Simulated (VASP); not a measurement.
# CdSe: GW quasiparticle gap, part 3 of 6

Wanted: how far GW moves the Kohn-Sham levels of CdSe. The cell is of the zinc-blende type, one of the forms listed for this formula, which need not be the common one. The start is a computed cell from the Materials Project.

VASP 6.6.1, plane waves and PAW; the level of theory is named at each step.

So far, gap on the k-mesh (eV): step 3 (empty bands) 0.533.

### Step 4. evGW0 (continued)

Level of this step: evGW0 on PBE; plane waves and PAW (Cd_GW, Se_GW) (VASP).

From OUTCAR (step 4):

```text
The static configuration has the point symmetry T_d .

 Found     16 irreducible k-points:

   k-points           NKPTS =     16   k-points in BZ     NKDIM =    216   number of bands    NBANDS=    320

   NELECT =      18.0000    total number of electrons

 E-fermi :   2.1280

 QP shifts <psi_nk| G(iteration)W_0 |psi_nk>: iteration 1
 for sc-GW calculations column KS-energies equals QP-energies in previous step
 and V_xc(KS)=  KS-energies - (<T + V_ion + V_H > + <T+V_H+V_ion>^1  + <V_x>^1)
 k-point   1 :       0.0000    0.0000    0.0000
  band No.  KS-energies  QP-energies   sigma(KS)   V_xc(KS)     V^pw_x(r,r')   Z            occupation Imag(sigma)
    ...
      6      -5.6207      -7.7562     -18.5941     -15.4987     -23.1570       0.6899       2.0000      -0.0703
      7       1.8614       1.0119     -13.7652     -12.6050     -15.0311       0.7322       2.0000      -0.2219
      8       1.8614       1.0119     -13.7652     -12.6050     -15.0311       0.7322       2.0000      -0.2219
      9       1.8614       1.0119     -13.7652     -12.6050     -15.0311       0.7322       2.0000      -0.2219
     10       2.3946       2.2781      -9.7433      -9.5918      -6.1825       0.7690       0.0000      -0.3833
     11       7.7894       7.8551      -9.0599      -9.1467      -4.6296       0.7563       0.0000      -0.2951
     12       7.7894       7.8551      -9.0599      -9.1467      -4.6296       0.7563       0.0000      -0.2951
     13       7.7894       7.8551      -9.0599      -9.1467      -4.6296       0.7563       0.0000      -0.2951
    ...

 k-point   2 :       0.1667    0.0000    0.0000
  band No.  KS-energies  QP-energies   sigma(KS)   V_xc(KS)     V^pw_x(r,r')   Z            occupation Imag(sigma)
    ...
      6      -5.6213      -7.7534     -18.5903     -15.4961     -23.1555       0.6890       2.0000      -0.0699
      7       0.1922      -0.6733     -12.5905     -11.3930     -13.8981       0.7227       2.0000      -0.2214
      8       1.6631       0.8031     -13.6133     -12.4351     -14.9416       0.7299       2.0000      -0.2197
      9       1.6631       0.8031     -13.6133     -12.4351     -14.9416       0.7299       2.0000      -0.2197
     10       3.7016       3.6105     -10.4271     -10.3082      -6.8994       0.7660       0.0000      -0.3643
     11       7.5350       7.5386      -9.0868      -9.0916      -4.6780       0.7543       0.0000      -0.3003
     12       8.1006       8.1750      -9.1483      -9.2474      -4.6308       0.7508       0.0000      -0.3019
     13       8.1006       8.1750      -9.1483      -9.2474      -4.6308       0.7508       0.0000      -0.3019
    ...

 k-point   3 :       0.3333    0.0000    0.0000
  band No.  KS-energies  QP-energies   sigma(KS)   V_xc(KS)     V^pw_x(r,r')   Z            occupation Imag(sigma)
    ...
      6      -5.5990      -7.6181     -18.1173     -15.1858     -22.7227       0.6888       2.0000      -0.0220
      7      -1.5464      -2.4938     -12.1999     -10.8380     -14.4058       0.6957       2.0000      -0.1632
      8       1.3112       0.4380     -13.3776     -12.1710     -14.8252       0.7237       2.0000      -0.2157
      9       1.3112       0.4380     -13.3776     -12.1710     -14.8252       0.7237       2.0000      -0.2157
     10       4.2144       4.1937      -9.7436      -9.7166      -5.7627       0.7694       0.0000      -0.3554
     11       8.3412       8.3255      -9.3256      -9.3042      -4.6422       0.7362       0.0000      -0.3375
     12       8.3485       8.4007      -9.0134      -9.0831      -4.4858       0.7489       0.0000      -0.2963
     13       8.3485       8.4007      -9.0134      -9.0831      -4.4858       0.7489       0.0000      -0.2963
    ...

 QP shifts <psi_nk| G(iteration)W_0 |psi_nk>: iteration 2
 k-point   1 :       0.0000    0.0000    0.0000
  band No. old QP-enery  QP-energies   sigma(KS)   T+V_ion+V_H  V^pw_x(r,r')   Z            occupation Imag(sigma)
    ...
      6      -7.7562      -8.3807     -18.5410       9.8780     -23.1570       0.6888       2.0000      -0.1089
      7       1.0119       0.8212     -13.7147      14.4663     -15.0311       0.7326       2.0000      -0.2269
      8       1.0119       0.8212     -13.7147      14.4663     -15.0311       0.7326       2.0000      -0.2269
      9       1.0119       0.8212     -13.7147      14.4663     -15.0311       0.7326       2.0000      -0.2269
     10       2.2781       2.2243      -9.7770      11.9865      -6.1825       0.7841       0.0000      -0.3866
     11       7.8551       7.8429      -9.0972      16.9361      -4.6296       0.7529       0.0000      -0.2994
     12       7.8551       7.8429      -9.0972      16.9361      -4.6296       0.7529       0.0000      -0.2994
     13       7.8551       7.8429      -9.0972      16.9361      -4.6296       0.7529       0.0000      -0.2994
    ...

 QP shifts <psi_nk| G(iteration)W_0 |psi_nk>: iteration 3
 k-point   1 :       0.0000    0.0000    0.0000
  band No. old QP-enery  QP-energies   sigma(KS)   T+V_ion+V_H  V^pw_x(r,r')   Z            occupation Imag(sigma)
    ...
      6      -8.3807      -8.5644     -18.5255       9.8780     -23.1570       0.6886       2.0000      -0.1215
      7       0.8212       0.7740     -13.7094      14.4663     -15.0311       0.7335       2.0000      -0.2289
      8       0.8212       0.7740     -13.7094      14.4663     -15.0311       0.7335       2.0000      -0.2289
      9       0.8212       0.7740     -13.7094      14.4663     -15.0311       0.7335       2.0000      -0.2289
     10       2.2243       2.2091      -9.7815      11.9865      -6.1825       0.7852       0.0000      -0.3874
     11       7.8429       7.8335      -9.1057      16.9361      -4.6296       0.7523       0.0000      -0.3002
     12       7.8429       7.8335      -9.1057      16.9361      -4.6296       0.7523       0.0000      -0.3002
     13       7.8429       7.8335      -9.1057      16.9361      -4.6296       0.7523       0.0000      -0.3002
    ...

 QP shifts <psi_nk| G(iteration)W_0 |psi_nk>: iteration 4
 k-point   1 :       0.0000    0.0000    0.0000
  band No. old QP-enery  QP-energies   sigma(KS)   T+V_ion+V_H  V^pw_x(r,r')   Z            occupation Imag(sigma)
    ...
      6      -8.5644      -8.6181     -18.5204       9.8780     -23.1570       0.6886       2.0000      -0.1252
      7       0.7740       0.7617     -13.7091      14.4663     -15.0311       0.7338       2.0000      -0.2295
      8       0.7740       0.7617     -13.7091      14.4663     -15.0311       0.7338       2.0000      -0.2295
      9       0.7740       0.7617     -13.7091      14.4663     -15.0311       0.7338       2.0000      -0.2295
     10       2.2091       2.2047      -9.7829      11.9865      -6.1825       0.7856       0.0000      -0.3876
     11       7.8335       7.8299      -9.1074      16.9361      -4.6296       0.7524       0.0000      -0.3003
     12       7.8335       7.8299      -9.1074      16.9361      -4.6296       0.7524       0.0000      -0.3003
     13       7.8335       7.8299      -9.1074      16.9361      -4.6296       0.7524       0.0000      -0.3003
    ...

[... 7 parts as in an earlier step ...]

[... 26 further parts left out ...]
```

This step gave:

| Item | Value |
| --- | --- |
| quasiparticle gap on the mesh | 1.443 eV |
| smallest direct quasiparticle gap on the mesh | 1.443 eV |
| gap of the starting orbitals on the mesh | 0.5332 eV |

QP gap by iteration, by row:

| iteration | gap (eV) | direct gap (eV) |
| --- | --- | --- |
| 1 | 1.266 | 1.266 |
| 2 | 1.403 | 1.403 |
| 3 | 1.435 | 1.435 |
| 4 | 1.443 | 1.443 |

GW takes the gap from 0.533 to 1.443 eV. The last pass still moved it by +8 meV. Spin-orbit coupling is left out. The value holds for 320 bands, ENCUTGW = 180 eV and this mesh, and isn't shown to be converged in them.

(Continued in part 4 of 6.)

[Lines on the potential files, build, host, timing and source positions are cut from VASP's logs without a mark.]

[Logs are printed without paths, hosts, clocks, repeated set-up lines and the standing remarks that a program may print on its own settings, such as how far it seeks lower states.]

[Hosts, paths, dates, database ids (printed as entryN), source tags and the programs' standing remarks are cut or masked in the printed files.]

[Pressures printed for these runs are not shown converged in the cutoff: they can be off by several GPa and have the wrong sign.]

[In band tables of VASP the shares of atoms and orbitals are scaled to a sum of 1 inside the atoms' spheres.]
